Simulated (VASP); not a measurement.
A run of VASP 6.6.1 is set up as follows.

INCAR

```
PREC = Accurate ; ENCUT = 450
EDIFF = 1E-8 ; ISMEAR = 0
SIGMA = 0.02 ; LREAL = False
LASPH = True ; NELM = 120
ALGO = Normal ; ISIF = 2
LWAVE = False ; LCHARG = False
GGA = PE ; LEPSILON = True
IBRION = 8 ; KPAR = 4
```

KPOINTS

```
regular mesh
0
Gamma
  7 7 11
```

The input POSCAR:

```
TiO2                                    
1.0
    4.6447927350      0.0000000000      0.0000000000
    0.0000000000      4.6447927350      0.0000000000
    0.0000000000      0.0000000000      2.9669017091
  Ti              O             
     2     4
Direct
     0.5000000000000000    0.5000000000000000    0.0000000000000000
     0.0000000000000000    0.0000000000000000    0.5000000000000000
     0.6949785649527698    0.6949785649527698    0.5000000000000000
     0.8050214350472302    0.1949785649527698    0.0000000000000000
     0.1949785649527698    0.8050214350472302    0.0000000000000000
     0.3050214350472302    0.3050214350472302    0.5000000000000000
```

Potentials or basis: VASP PAW PBE potentials, release 64 (Ti_sv, O).

The run is started by

```bash
$ cat potpaw_PBE.64/Ti_sv/POTCAR potpaw_PBE.64/O/POTCAR > POTCAR
$ mpirun -np 4 vasp_std > vasp.out
```

(1) What does it give for the electronic dielectric tensor (diagonal)?

(2) Predict the Born charges (mean of the diagonal).

(3) Predict the most unstable mode.

(4) Predict the band gap on the k mesh.

(5) Estimate the highest phonon frequency at Γ, LO-TO splitting left out.

Answers

(1) 7.38, 7.38, 8.97.

(2) Ti +6.75; O -3.37 e.

(3) 91i cm⁻¹.

(4) 1.83 eV, direct.

(5) 771 cm⁻¹.

Caveat: some modes are imaginary; an odd mesh through Γ misses points on the zone boundary, where band edges often lie.

The gap isn't set beside the measured one, since this odd mesh misses points on the zone boundary.
